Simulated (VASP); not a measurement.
Computed with PBE GGA, VASP's PBE PAW potentials (set 64) (plane waves; VASP 6.6.1).

VASP input:

### INCAR
```
# general
SYSTEM   = KBr
PREC     = Accurate
ENCUT    = 400
LREAL    = .False.   # projection in real space or not
LASPH    = .True.   # aspherical one-centre terms
KSPACING = 0.6
KGAMMA   = .True.

# electronic loop
EDIFF    = 1E-6   # SCF stop (eV)
NELM     = 100   # most electronic steps
ALGO     = Normal   # blocked Davidson
LMAXMIX  = 4

# smearing
ISMEAR   = 0   # Gaussian
SIGMA    = 0.05

# functional
GGA      = PE   # PBE

# ions
ISIF     = 2   # forces and stress, cell fixed

# output
LWAVE    = .False.
LCHARG   = .False.
```

### POSCAR
```
KBr
1.0
  0.0000000000   3.3000000000   3.3000000000
  3.3000000000   0.0000000000   3.3000000000
  3.3000000000   3.3000000000   0.0000000000
K Br
1 1
Direct
  0.0000000000   0.0000000000   0.0000000000
  0.5000000000   0.5000000000   0.5000000000
```

POTCAR, in this order: K_sv Br (PBE.64 set). Program: vasp_std.

What VASP printed:

**OSZICAR**
```
       N       E                     dE             d eps       ncg     rms          rms(c)
DAV:   1     0.831576547737E+02    0.83158E+02   -0.58889E+03    96   0.926E+02
DAV:   2    -0.814452948025E+00   -0.83972E+02   -0.77874E+02   108   0.242E+02
DAV:   3    -0.616036255376E+01   -0.53459E+01   -0.53219E+01   120   0.555E+01
DAV:   4    -0.638359492483E+01   -0.22323E+00   -0.22301E+00   172   0.103E+01
DAV:   5    -0.638416036790E+01   -0.56544E-03   -0.56543E-03   124   0.590E-01    0.313E+00
DAV:   6    -0.621047920088E+01    0.17368E+00   -0.27821E-01   112   0.277E+00    0.228E+00
DAV:   7    -0.619871792418E+01    0.11761E-01   -0.13734E-01   116   0.218E+00    0.107E+00
DAV:   8    -0.620825596844E+01   -0.95380E-02   -0.15916E-02   124   0.105E+00    0.155E-01
DAV:   9    -0.620866740931E+01   -0.41144E-03   -0.46421E-04   128   0.147E-01    0.875E-02
DAV:  10    -0.620919070185E+01   -0.52329E-03   -0.62057E-04   100   0.171E-01    0.208E-02
DAV:  11    -0.620919613544E+01   -0.54336E-05   -0.12607E-05   132   0.267E-02    0.525E-03
DAV:  12    -0.620920070838E+01   -0.45729E-05   -0.59187E-06    96   0.192E-02    0.727E-03
DAV:  13    -0.620920037478E+01    0.33360E-06   -0.57752E-07    96   0.512E-03
   1 F= -.62092004E+01 E0= -.62092004E+01  d E =-.261471E-12
```

**OUTCAR**
```
------------------------ aborting loop because EDIFF is reached ----------------------------------------
  FORCE on cell =-STRESS in cart. coord.  units (eV):
  Direction    XX          YY          ZZ          XY          YZ          ZX
  --------------------------------------------------------------------------------------
  Total        0.3489837      0.3489837      0.3489837     -0.0000000     -0.0000000      0.0000000
  in kB        7.7793602      7.7793602      7.7793602     -0.0000000     -0.0000000      0.0000000
  external PRESSURE =       7.7793602 kB  Pullay stress =       0.0000000 kB
  volume of cell :       71.87
      direct lattice vectors                 reciprocal lattice vectors
     0.000000000  3.300000000  3.300000000    -0.151515152  0.151515152  0.151515152
     3.300000000  0.000000000  3.300000000     0.151515152 -0.151515152  0.151515152
     3.300000000  3.300000000  0.000000000     0.151515152  0.151515152 -0.151515152
  FREE ENERGIE OF THE ION-ELECTRON SYSTEM (eV)
  ---------------------------------------------------
  free  energy   TOTEN  =        -6.2092003748 eV

  energy  without entropy=       -6.2092003748  energy(sigma->0) =       -6.20920037
```
(Selected blocks of OUTCAR.)

The compound is KBr in the rock salt structure. The cell was not relaxed at this level. The run is one of a series of settings (KGAMMA = .TRUE., KSPACING = 0.6, KPOINTS file removed against the base run), some of them coarse on purpose.
